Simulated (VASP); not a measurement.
```
PbO2
1.0
    5.00877     0.00000     0.00000
    0.00000     5.00877     0.00000
    0.00000     0.00000     3.41150
Pb O
2 4
Direct
  0.00000   0.00000   0.00000
  0.50000   0.50000   0.50000
  0.30773   0.30773   0.00000
  0.80773   0.19227   0.50000
  0.19227   0.80773   0.50000
  0.69227   0.69227   0.00000
```

Calculation: AM05 GGA, VASP's PBE PAW potentials (set 64) (plane waves; VASP 6.6.1). Run with 520 eV cut-off, 5×5×7 Γ-centred mesh, tetrahedra with Blöchl corrections, potentials Pb_d O.

Q: Estimate the energy per atom (σ→0).

A: 
The energy per atom (σ→0) comes out as -5.461 eV/atom.

The compound is PbO2 in the rutile structure. It was relaxed first.
